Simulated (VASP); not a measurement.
## YMg6Mn: equation of state with PBE

YMg6Mn:

```xyz
8
Lattice="5.0589 0.0000 0.0000 0.0000 3.2366 5.6297 0.0000 -3.2366 5.6297" Properties=species:S:1:pos:R:3 pbc="T T T"
Y     2.5294    0.0000    7.5886
Mn    0.0000    0.0000    9.3815
Mg    2.5294    0.0000    1.8359
Mg    2.5294   -1.6850    4.7037
Mg    2.5294    1.6850    4.7037
Mg    0.0000    0.0000    3.7575
Mg    0.0000   -1.6502    6.5333
Mg    0.0000    1.6502    6.5333
```

The cell comes from a database or a generator and needn't be the stable form of this composition.

| Item | Value |
| --- | --- |
| Program | VASP 6.6.1 |
| Task | equation of state |
| Functional | PBE |
| Potentials or basis | VASP PAW PBE potentials, release 64 (Y_sv, Mn_pv, Mg) |
| Cutoff | 520 eV |
| k mesh | 5 × 5 × 5 |
| Occupations | fermi-dirac, width 0.05 eV |
| Spin | collinear spin, ferromagnetic start |
| Starting moments | [0.0, 4.0, 0.0, 0.0, 0.0, 0.0, 0.0, 0.0] μB |
| Further INCAR settings | ALGO = Normal; EDIFF = 1e-07; NBANDS = 32 |

The equilibrium volume is 22.96 Å³/atom. The bulk modulus at fixed shape and positions is 40 GPa. The pressure derivative of the bulk modulus is 3.8.

Energy against volume, from the lowest point:
| volume (Å³/atom) | energy (meV/atom) |
| --- | --- |
| 21.662 | 10.04 |
| 22.122 | 4.03 |
| 22.583 | 0.77 |
| 23.044 | 0.00 |
| 23.505 | 1.50 |
| 23.966 | 5.05 |
| 24.427 | 10.46 |

All runs of the series together: 38 min on 1 thread of AMD EPYC 9R45 (Zen 5), on a shared host.

Caveat: the cell was scaled at fixed shape and fractional positions, which overstates the stiffness of a crystal with free parameters, most of all of layers and chains.
